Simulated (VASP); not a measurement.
```yaml
crystal:
  lattice:
    - [-2.72754, 2.72754, 3.82713]
    - [2.72754, -2.72754, 3.82713]
    - [2.72754, 2.72754, -3.82713]
  atoms:
    - { symbol: Ge, position: [0.18060, 0.68060, 0.86119] }
    - { symbol: Ge, position: [0.31940, 0.18060, 0.50000] }
    - { symbol: Ge, position: [0.68060, 0.81940, 0.50000] }
    - { symbol: Ge, position: [0.81940, 0.31940, 0.13881] }
    - { symbol: Hf, position: [0.75000, 0.75000, 0.00000] }
    - { symbol: Hf, position: [0.25000, 0.25000, 0.00000] }
```

Computed with PBEsol GGA, VASP's PBE PAW potentials (set 64) (plane waves; VASP 6.6.1). Run with 400 eV cut-off, Gaussian smearing of 0.050 eV, potentials Ge_d Hf_pv.

Q: Give the energies of bands 31 to 44 at the high-symmetry points, in eV from the Fermi level.

A: 
```json
[
 {"band": "31", "Γ": "-4.21", "X": "-3.90", "M": "-6.22", "Z": "-6.10", "P": "-2.54", "N": "-4.70"},
 {"band": "32", "Γ": "-3.84", "X": "-2.84", "M": "-6.13", "Z": "-5.86", "P": "-2.54", "N": "-4.70"},
 {"band": "33", "Γ": "-2.10", "X": "-2.07", "M": "-3.20", "Z": "-3.13", "P": "-2.27", "N": "-3.25"},
 {"band": "34", "Γ": "-1.86", "X": "-2.07", "M": "-3.20", "Z": "-3.13", "P": "-2.27", "N": "-3.25"},
 {"band": "35", "Γ": "-1.79", "X": "-1.84", "M": "-2.49", "Z": "-3.00", "P": "-1.25", "N": "-1.44"},
 {"band": "36", "Γ": "-1.79", "X": "-1.19", "M": "-1.98", "Z": "-1.40", "P": "-1.25", "N": "-1.44"},
 {"band": "37", "Γ": "-1.15", "X": "0.12", "M": "-1.42", "Z": "-1.40", "P": "-1.00", "N": "-1.24"},
 {"band": "38", "Γ": "-1.15", "X": "0.31", "M": "-1.42", "Z": "-1.35", "P": "-1.00", "N": "-1.24"},
 {"band": "39", "Γ": "-0.95", "X": "0.45", "M": "1.64", "Z": "1.04", "P": "0.36", "N": "1.64"},
 {"band": "40", "Γ": "1.05", "X": "0.63", "M": "2.21", "Z": "1.74", "P": "0.37", "N": "1.64"},
 {"band": "41", "Γ": "1.58", "X": "1.40", "M": "2.42", "Z": "2.49", "P": "0.92", "N": "2.29"},
 {"band": "42", "Γ": "1.58", "X": "1.78", "M": "2.60", "Z": "2.87", "P": "0.92", "N": "2.29"},
 {"band": "43", "Γ": "1.86", "X": "2.37", "M": "2.79", "Z": "2.87", "P": "3.00", "N": "2.98"},
 {"band": "44", "Γ": "1.94", "X": "2.42", "M": "3.03", "Z": "3.07", "P": "3.00", "N": "2.98"}
]
```

It has no gap at this level: it comes out as a metal or semimetal.

The structure was generated: HfGe2 was put into the Al2Cu type (I4/mcm), which need not be its known phase. It was relaxed first, which changed the volume by -32 %.
